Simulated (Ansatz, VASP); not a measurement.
# Cross-check of Si2W between VASP and Ansatz, part 2 of 2

Wanted: the spread between two codes on one cell, functional and k mesh. The cell is taken from a series of runs on this material, whose earlier steps may have relaxed, scaled, displaced or heated it; both programs get it as it stands.

VASP 6.6.1 and Ansatz 0.2.0.

So far: The starting structure; Ansatz: zone-centre phonons, PBEsol.

**3. VASP: zone-centre phonons, PBEsol**

Level of this step: PBEsol; plane waves and PAW (Si, W) (VASP).

The same cell, functional, mesh and smearing now go to VASP, with its own data sets.

Lines of VASP's logs that name or quote its potential files are left out, and so is its time.

File INCAR:

```
SYSTEM = Si2W
PREC = Accurate
ENCUT = 600
EDIFF = 1E-08
NELM = 120
ISMEAR = 1
SIGMA = 0.2
LREAL = .FALSE.
ALGO = Normal
GGA = PS
NBANDS = 13
LASPH = .TRUE.
LORBIT = 11
LWAVE = .FALSE.
LCHARG = .FALSE.
ISIF = 2
IBRION = 8
GGA_COMPAT = .FALSE.
KPAR = 2
```

File POSCAR:

```
Si2W
1.0
   -1.6174865310      1.6174865310      3.8947797881
    1.6174865310     -1.6174865310      3.8947797881
    1.6174865310      1.6174865310     -3.8947797881
Si W
2 1
Direct
    0.3347383593      0.3347383593      0.0000000000
    0.6652616407      0.6652616407      0.0000000000
    0.0000000000      0.0000000000      0.0000000000
```

File KPOINTS:

```
Automatic mesh
0
Gamma
20 20 20
0 0 0
```

PAW data sets: Si and W (PBE family, release 64).

Launch:

```sh
$ mpirun -np 2 vasp_std
```

Numbers of over 12 decimals in the logs are rounded to 6 here.

Log:

```text
[banner, memory and clock lines left out]
running    2 mpi-ranks, on    1 nodes
 distrk:  each k-point on    1 cores,    2 groups
 distr:  one band on    1 cores,    1 groups

 POSCAR found type information on POSCAR SiW
 POSCAR found :  2 types and       3 ions
|                                                                             |
|               ----> ADVICE to this user running VASP <----                  |
|                                                                             |
|     You enforced a specific xc type in the INCAR file but a different       |
|     [... a line on the potential file left out ...]
|     I HOPE YOU KNOW WHAT YOU ARE DOING!                                     |
|                                                                             |

 LDA part: xc-table for (Slater+PW92), standard interpolation
 POSCAR, INCAR and KPOINTS ok, starting setup
 FFT: planning ... GRIDC
 FFT: planning ... GRID_SOFT
 FFT: planning ... GRID
 WAVECAR not read
 entering main loop
       N       E                     dE             d eps       ncg     rms          rms(c)
DAV:   1     0.326638631350E+02    0.32664E+02   -0.66018E+03 16666   0.106E+03
DAV:   2    -0.247602834386E+02   -0.57424E+02   -0.52523E+02 20192   0.201E+02
DAV:   3    -0.275775471514E+02   -0.28173E+01   -0.27191E+01 23014   0.353E+01
DAV:   4    -0.276214025798E+02   -0.43855E-01   -0.43770E-01 19888   0.488E+00
DAV:   5    -0.276220663492E+02   -0.66377E-03   -0.66350E-03 23685   0.537E-01    0.258E+01
DAV:   6    -0.268555400623E+02    0.76653E+00   -0.22171E+00 24963   0.940E+00    0.107E+01
DAV:   7    -0.267365419324E+02    0.11900E+00   -0.20924E-01 18971   0.306E+00    0.547E+00
DAV:   8    -0.267105400346E+02    0.26002E-01   -0.40872E-02 21782   0.143E+00    0.512E-01
DAV:   9    -0.267103163998E+02    0.22363E-03   -0.20600E-03 19947   0.311E-01    0.272E-01
DAV:  10    -0.267102827341E+02    0.33666E-04   -0.30449E-04 21072   0.112E-01    0.427E-02
DAV:  11    -0.267102680169E+02    0.14717E-04   -0.46277E-05 21265   0.490E-02    0.196E-02
DAV:  12    -0.267102681513E+02   -0.13441E-06   -0.17814E-06 20648   0.102E-02    0.793E-03
DAV:  13    -0.267102679632E+02    0.18807E-06   -0.14713E-07 20771   0.278E-03    0.138E-03
DAV:  14    -0.267102679348E+02    0.28380E-07   -0.68858E-09 13184   0.572E-04    0.294E-04
DAV:  15    -0.267102679363E+02   -0.14834E-08   -0.73980E-10 10778   0.258E-04
   1 F= -.26710268E+02 E0= -.26710670E+02  d E =0.120726E-02
 Linear response reoptimize wavefunctions to high precision
DAV:   1    -0.267102679419E+02   -0.56045E-08   -0.14681E-10 12899   0.982E-05
DAV:   2    -0.267102679419E+02   -0.14097E-10   -0.24822E-11 10063   0.503E-05
 Linear response DOF=           4
 Linear response progress:
  Degree of freedom:   1/  4
       N       E                     dE             d eps       ncg     rms          rms(c)
RMM:   1    -0.179930857919E-01   -0.17993E-01    0.14879E-02136336   0.887E-01
RMM:   2    -0.165752150207E-01    0.14179E-02   -0.67780E-04 88549   0.214E-01    0.910E-02
RMM:   3    -0.166454952815E-01   -0.70280E-04   -0.13893E-04 89295   0.596E-02    0.498E-02
RMM:   4    -0.167952618248E-01   -0.14977E-03   -0.87539E-05 88730   0.445E-02    0.115E-02
RMM:   5    -0.167778182649E-01    0.17444E-04   -0.15180E-06 92790   0.904E-03    0.113E-03
RMM:   6    -0.167830653411E-01   -0.52471E-05   -0.21808E-07 93723   0.166E-03    0.666E-04
RMM:   7    -0.167824483658E-01    0.61698E-06    0.16262E-08 95598   0.383E-04    0.621E-05
RMM:   8    -0.167828995252E-01   -0.45116E-06   -0.49234E-09 96701   0.124E-04    0.167E-05
RMM:   9    -0.167828644427E-01    0.35082E-07    0.74002E-09 99713   0.311E-05    0.280E-06
RMM:  10    -0.167828724801E-01   -0.80374E-08    0.45493E-09 99486   0.116E-05    0.108E-06
 first order change of Fermi-energy   0.18585E-04
 force on displaced ion       1 direction 1 :  -8.122  -0.000  -0.000
 Linear response progress:
  Degree of freedom:   2/  4
       N       E                     dE             d eps       ncg     rms          rms(c)
RMM:   1    -0.248845731229E-01   -0.24885E-01    0.38234E-02 42107   0.109E+00
RMM:   2    -0.222135809596E-01    0.26710E-02   -0.11464E-03 26778   0.276E-01    0.141E-01
RMM:   3    -0.222134181746E-01    0.16279E-06   -0.40002E-04 26958   0.960E-02    0.903E-02
RMM:   4    -0.223009609039E-01   -0.87543E-04   -0.65361E-05 27974   0.386E-02    0.352E-02
RMM:   5    -0.223324047967E-01   -0.31444E-04   -0.33351E-06 28153   0.944E-03    0.120E-02
RMM:   6    -0.223343976806E-01   -0.19929E-05   -0.30259E-07 28235   0.320E-03    0.182E-03
RMM:   7    -0.223327668736E-01    0.16308E-05   -0.80511E-08 28933   0.116E-03    0.594E-04
RMM:   8    -0.223326266490E-01    0.14022E-06   -0.40199E-09 29625   0.239E-04    0.120E-04
RMM:   9    -0.223329477510E-01   -0.32110E-06   -0.60874E-10 29284   0.858E-05    0.134E-05
RMM:  10    -0.223329141500E-01    0.33601E-07    0.12787E-09 30625   0.208E-05    0.484E-06
RMM:  11    -0.223329134651E-01    0.68492E-09   -0.12206E-09 28935   0.103E-05    0.135E-06
 first order change of Fermi-energy  -0.46890E+00
 force on displaced ion       1 direction 3 :  -0.000  -0.000 -14.250
 Linear response progress:
  Degree of freedom:   3/  4
       N       E                     dE             d eps       ncg     rms          rms(c)
RMM:   1    -0.120484615759E+00   -0.12048E+00   -0.10306E-01 58970   0.178E+00
RMM:   2    -0.119462360134E+00    0.10223E-02   -0.13298E-03 47279   0.259E-01    0.154E-01
RMM:   3    -0.119092276962E+00    0.37008E-03   -0.20302E-04 48542   0.799E-02    0.873E-02
RMM:   4    -0.119187854717E+00   -0.95578E-04   -0.25375E-04 47868   0.923E-02    0.120E-02
RMM:   5    -0.119177661756E+00    0.10193E-04   -0.71204E-06 51791   0.172E-02    0.342E-03
RMM:   6    -0.119183248956E+00   -0.55872E-05   -0.14852E-07 50941   0.222E-03    0.816E-04
RMM:   7    -0.119182889358E+00    0.35960E-06   -0.10713E-08 52906   0.580E-04    0.128E-04
RMM:   8    -0.119182778196E+00    0.11116E-06   -0.18988E-09 53084   0.129E-04    0.397E-05
RMM:   9    -0.119182529522E+00    0.24867E-06   -0.14483E-09 54643   0.476E-05    0.623E-06
RMM:  10    -0.119182483805E+00    0.45717E-07   -0.60844E-10 55228   0.228E-05    0.265E-06
RMM:  11    -0.119182502522E+00   -0.18717E-07    0.63389E-09 53694   0.166E-05    0.231E-07
RMM:  12    -0.119182504434E+00   -0.19119E-08    0.21769E-10 40132   0.132E-05    0.879E-08
 first order change of Fermi-energy  -0.89538E-03
 force on displaced ion       3 direction 1 : -10.046  -0.000   0.000
 Linear response progress:
  Degree of freedom:   4/  4
       N       E                     dE             d eps       ncg     rms          rms(c)
RMM:   1    -0.137285190678E+00   -0.13729E+00   -0.12569E-01 32402   0.186E+00
RMM:   2    -0.133088399853E+00    0.41968E-02   -0.20930E-03 25824   0.312E-01    0.182E-01
RMM:   3    -0.132463088323E+00    0.62531E-03   -0.64737E-04 26797   0.123E-01    0.978E-02
RMM:   4    -0.132505425497E+00   -0.42337E-04   -0.30048E-04 26724   0.959E-02    0.255E-02
RMM:   5    -0.132558956424E+00   -0.53531E-04   -0.37622E-05 27023   0.360E-02    0.685E-03
RMM:   6    -0.132565800529E+00   -0.68441E-05   -0.62080E-07 29183   0.476E-03    0.149E-03
RMM:   7    -0.132560057141E+00    0.57434E-05   -0.86559E-08 27920   0.140E-03    0.227E-04
RMM:   8    -0.132560578507E+00   -0.52137E-06   -0.38377E-09 29398   0.285E-04    0.984E-05
RMM:   9    -0.132560651100E+00   -0.72593E-07   -0.15005E-09 29889   0.726E-05    0.427E-05
RMM:  10    -0.132560556922E+00    0.94177E-07   -0.80864E-10 30024   0.330E-05    0.378E-06
RMM:  11    -0.132560572698E+00   -0.15776E-07   -0.14150E-09 30600   0.175E-05    0.134E-06
RMM:  12    -0.132560574113E+00   -0.14144E-08   -0.65331E-10 24271   0.139E-05    0.242E-07
 first order change of Fermi-energy   0.53093E-03
 force on displaced ion       3 direction 3 :  -0.000  -0.000 -14.658
 Linear response finished
```

Parts of OUTCAR (step 3):

```text
ion  position               nearest neighbor table
   1  0.335  0.335  0.000-   2 2.57   3 2.61   3 2.62   3 2.62   3 2.62   3 2.62   2 2.64   2 2.64
                             2 2.64   2 2.64
   2  0.665  0.665  0.000-   1 2.57   3 2.61   3 2.62   3 2.62   3 2.62   3 2.62   1 2.64   1 2.64
                             1 2.64   1 2.64
   3  0.000  0.000  0.000-   1 2.61   2 2.61   2 2.62   1 2.62   2 2.62   2 2.62   2 2.62   1 2.62
                             1 2.62   1 2.62

  LATTYP: Found a body centered tetragonal cell.
 ALAT       =     3.2349730620
 C/A-ratio  =     2.4079210018

 Subroutine GETGRP returns: Found 16 space group operations
 (whereof 16 operations were pure point group operations)

The static configuration has the point symmetry D_4h.

 Found    641 irreducible k-points:

   k-points           NKPTS =    641   k-points in BZ     NKDIM =    641   number of bands    NBANDS=     13

   dimension x,y,z NGX =    36 NGY =   36 NGZ =   36
   dimension x,y,z NGXF=    72 NGYF=   72 NGZF=   72

   ENCUT  =  600.0 eV  44.10 Ry    6.64 a.u.   9.02  9.02  9.02*2*pi/ulx,y,z

   NELECT =      14.0000    total number of electrons

 k-points in reciprocal lattice and weights: Automatic mesh
   0.00000000  0.00000000  0.00000000       0.000
   0.05000000 -0.00000000  0.00000000       0.001
   0.10000000 -0.00000000  0.00000000       0.001
   0.15000000  0.00000000  0.00000000       0.001
   0.20000000 -0.00000000  0.00000000       0.001
   0.25000000  0.00000000 -0.00000000       0.001
   0.30000000  0.00000000  0.00000000       0.001
   0.35000000 -0.00000000  0.00000000       0.001
   0.40000000 -0.00000000  0.00000000       0.001
[...]
-0.45000000 -0.45000000  0.45000000       0.000
   0.50000000  0.50000000  0.50000000       0.000

 average (electrostatic) potential at core
       1 -79.2003       2 -79.2003       3 -34.7946

  Total       -1.3974721     -1.3974721     -0.0836449      0.0000000     -0.0000000      0.0000000
  in kB      -54.9325161    -54.9325161     -3.2879544      0.0000000     -0.0000000      0.0000000
  external PRESSURE =     -37.7176622 kB  Pullay stress =       0.0000000 kB

  energy-cutoff  :      600.00
  volume of cell :       40.76
      direct lattice vectors                 reciprocal lattice vectors
    -1.617486531  1.617486531  3.894779788     0.000000000  0.309121585  0.128376963
     1.617486531 -1.617486531  3.894779788     0.309121585  0.000000000  0.128376963
     1.617486531  1.617486531 -3.894779788     0.309121585  0.309121585  0.000000000

 POSITION                                       TOTAL-FORCE (eV/Angst)
 -----------------------------------------------------------------------------------
      0.00000      0.00000      2.60746         0.000000      0.000000      0.006227
      0.00000      0.00000      5.18210         0.000000      0.000000     -0.006227
      0.00000      0.00000      0.00000        -0.000000     -0.000000      0.000000
 -----------------------------------------------------------------------------------
    total drift:                               -0.000000     -0.000000      0.000000

 Eigenvectors and eigenvalues of the dynamical matrix
 ----------------------------------------------------

   1 f  =   13.573137 THz    85.282535 2PiTHz  452.751118 cm-1    56.133959 meV
             X         Y         Z           dx          dy          dz
      0.000000  0.000000  2.607464     0.000000   -0.000000   -0.707107
      0.000000  0.000000  5.182095    -0.000000   -0.000000    0.707107
      0.000000  0.000000  0.000000    -0.000000   -0.000000   -0.000000

   2 f  =    9.882589 THz    62.094136 2PiTHz  329.647677 cm-1    40.871085 meV
             X         Y         Z           dx          dy          dz
      0.000000  0.000000  2.607464     0.131349   -0.694800    0.000000
      0.000000  0.000000  5.182095    -0.131349    0.694800   -0.000000
      0.000000  0.000000  0.000000     0.000000    0.000000    0.000000

   3 f  =    9.882589 THz    62.094136 2PiTHz  329.647677 cm-1    40.871085 meV
             X         Y         Z           dx          dy          dz
      0.000000  0.000000  2.607464    -0.694800   -0.131349   -0.000000
      0.000000  0.000000  5.182095     0.694800    0.131349    0.000000
      0.000000  0.000000  0.000000    -0.000000   -0.000000    0.000000

   4 f  =    9.124727 THz    57.332353 2PiTHz  304.368144 cm-1    37.736823 meV
             X         Y         Z           dx          dy          dz
      0.000000  0.000000  2.607464     0.000000   -0.000000   -0.618854
      0.000000  0.000000  5.182095     0.000000   -0.000000   -0.618854
      0.000000  0.000000  0.000000    -0.000000    0.000000    0.483775

   5 f  =    7.553094 THz    47.457490 2PiTHz  251.944100 cm-1    31.237073 meV
             X         Y         Z           dx          dy          dz
      0.000000  0.000000  2.607464     0.276296   -0.553728    0.000000
      0.000000  0.000000  5.182095     0.276296   -0.553728    0.000000
      0.000000  0.000000  0.000000    -0.216020    0.432929   -0.000000

   6 f  =    7.553094 THz    47.457490 2PiTHz  251.944100 cm-1    31.237073 meV
             X         Y         Z           dx          dy          dz
      0.000000  0.000000  2.607464     0.553728    0.276296   -0.000000
      0.000000  0.000000  5.182095     0.553728    0.276296    0.000000
      0.000000  0.000000  0.000000    -0.432929   -0.216020    0.000000

   7 f/i=    0.000177 THz     0.001115 2PiTHz    0.005918 cm-1     0.000734 meV
             X         Y         Z           dx          dy          dz
      0.000000  0.000000  2.607464    -0.000000   -0.000000    0.342081
      0.000000  0.000000  5.182095    -0.000000   -0.000000    0.342081
      0.000000  0.000000  0.000000    -0.000000   -0.000000    0.875192

   8 f/i=    0.000621 THz     0.003904 2PiTHz    0.020727 cm-1     0.002570 meV
             X         Y         Z           dx          dy          dz
      0.000000  0.000000  2.607464    -0.337738   -0.054582   -0.000000
      0.000000  0.000000  5.182095    -0.337738   -0.054582   -0.000000
      0.000000  0.000000  0.000000    -0.863952   -0.139623   -0.000000

   9 f/i=    0.000621 THz     0.003904 2PiTHz    0.020727 cm-1     0.002570 meV
             X         Y         Z           dx          dy          dz
      0.000000  0.000000  2.607464    -0.054582    0.337738    0.000000
      0.000000  0.000000  5.182095    -0.054582    0.337738    0.000000
      0.000000  0.000000  0.000000    -0.139623    0.863952    0.000000

 ELASTIC MODULI CONTR FROM IONIC RELAXATION (kBar)
 Direction    XX          YY          ZZ          XY          YZ          ZX
 --------------------------------------------------------------------------------
 XX         -18.3514    -18.3514    -27.4628      0.0000      0.0000      0.0000
 YY         -18.3514    -18.3514    -27.4628      0.0000      0.0000      0.0000
 ZZ         -27.4628    -27.4628    -41.0980      0.0000      0.0000      0.0000
 XY           0.0000      0.0000      0.0000      0.0000      0.0000      0.0000
 YZ           0.0000      0.0000      0.0000      0.0000    -23.0829     -0.0000
 ZX           0.0000      0.0000      0.0000      0.0000     -0.0000     -6.8631
 --------------------------------------------------------------------------------
```

**4. Side by side**

Known differences besides the potentials themselves: the data sets hold 22 valence electrons in Ansatz (on its PAW soft_1 files) and 14 in VASP; the cutoff is 420 eV in Ansatz and 600 eV in VASP; Ansatz makes its cores anew for this functional, VASP keeps those of its PBE data sets. Total energies have different zeros and are not compared.

Both answers:

```csv
quantity,Ansatz,VASP,difference
optical mode 1 to 2 (cm⁻¹),250.1,251.9,-0.74 %
optical mode 3 (cm⁻¹),302.7,304.4,-0.55 %
optical mode 4 to 5 (cm⁻¹),327.7,329.6,-0.59 %
optical mode 6 (cm⁻¹),450.3,452.8,-0.53 %
```

Modes are paired by rising frequency, not by their patterns, so a pair may set unlike modes beside each other; they are those without the splitting of longitudinal modes.

**5. Summary of results**

```yaml
r_m_s_difference_of_the_optical_zone_centre_modes_each_program_s_sorted_by_frequency_zone_centre_phonons_pbesol: 2.0 cm⁻¹
difference_in_optical_mode_1_to_2_zone_centre_phonons_pbesol: -0.7 %
```

What this shows: The r.m.s. difference of the optical zone-centre modes, each program's sorted by frequency is 2.0 cm⁻¹ (zone-centre phonons, PBEsol). The data sets hold unlike numbers of valence electrons (22 in Ansatz and 14 in VASP), so part of the differences comes from the potentials. Among the rows given in per cent, the largest difference of the zone-centre phonons, PBEsol pair is in optical mode 1 to 2, -0.7 %. Such differences can come from data sets, numerical settings and the points named under the comparisons, not from the functional's error against experiment.

[Lines on the potential files, build, host, timing and source positions are cut from VASP's logs without a mark.]

[Logs are printed without paths, hosts, clocks, repeated set-up lines and the standing remarks that a program may print on its own settings, such as how far it seeks lower states.]

[Hosts, paths, dates, database ids (printed as entryN), source tags and the programs' standing remarks are cut or masked in the printed files.]
